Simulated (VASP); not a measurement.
Crystal: ZnCdPt3.

```
Zn Cd Pt
1.0
     4.14567    0.00000    0.00000
     0.00000    4.14567    0.00000
     0.00000    0.00000    4.14567
Zn Cd Pt
1 1 3
Direct
  0.00000 0.00000 0.00000
  0.50000 0.50000 0.50000
  0.50000 0.00000 0.00000
  0.00000 0.50000 0.00000
  0.00000 0.00000 0.50000
```

The cell was built by a generator and needn't be a form met in nature.

| Quantity | Value |
| --- | --- |
| Program | VASP 6.6.1 |
| Task | relaxation of cell and atoms |
| Functional | PBE |
| Potentials or basis | VASP PAW PBE potentials, release 64 (Zn, Cd, Pt) |
| Cutoff | 600 eV |
| k mesh | 7 × 7 × 7 |
| Occupations | methfessel-paxton, width 0.1 eV |
| Spin | no spin polarisation |

At the start: pressure 84.7 GPa; volume 14.25 Å³/atom.

Q: Where does the relaxation end?

A: Over 8 steps the energy falls by 1063.8 meV/atom and the volume is 19.92 Å³/atom (+39.8 %); space group Pm-3m (No. 221, to 0.05 Å).

The path:
```csv
step,energy change (eV),largest force (eV/Å),pressure (GPa),volume (Å³)
1,0.0000,0.0000,84.74,71.25
2,0.8475,0.0000,-12.46,180.65
3,-5.1883,0.0000,-4.93,105.37
4,-5.2617,0.0000,-2.59,102.34
5,-5.3186,0.0000,0.28,99.37
6,-5.3183,0.0000,-0.39,100.00
7,-5.3186,0.0000,0.24,99.38
8,-5.3188,0.0000,0.01,99.61
```

Final structure:
```xyz
5
Lattice="4.6355 0.0000 0.0000 0.0000 4.6355 0.0000 0.0000 0.0000 4.6355" Properties=species:S:1:pos:R:3 pbc="T T T"
Zn    0.0000    0.0000    4.6355
Cd    2.3178    2.3178    2.3178
Pt    2.3178    0.0000    4.6355
Pt    0.0000    2.3178    4.6355
Pt    0.0000    0.0000    2.3178
```

Caveat: the volume moved by over 15 % at a fixed basis, so the end points are rough.
